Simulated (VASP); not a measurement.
```
CELL_PARAMETERS angstrom
      0.00000     2.45244     2.45244
      2.45244     0.00000     2.45244
      2.45244     2.45244     0.00000
ATOMIC_POSITIONS crystal
  Y  0.00000 0.00000 0.00000
  N  0.50000 0.50000 0.50000
```

Method: PBE GGA, VASP's PBE PAW potentials (set 64) (plane waves; VASP). Run with 520 eV cut-off, 8×8×8 Γ-centred mesh, Gaussian smearing of 0.050 eV, potentials Y_sv N.

Problem. Predict the energy per atom (σ→0), band gap (on the k-mesh) with the smallest direct gap where there is one.

Solution. 
The band gap (on the k-mesh) is 0.20 eV, the smallest direct gap (on the k-mesh) is 0.60 eV and the energy per atom (σ→0) comes out as -879.3 kJ/mol of atoms.

The compound is YN in the rock salt structure. It was relaxed first.
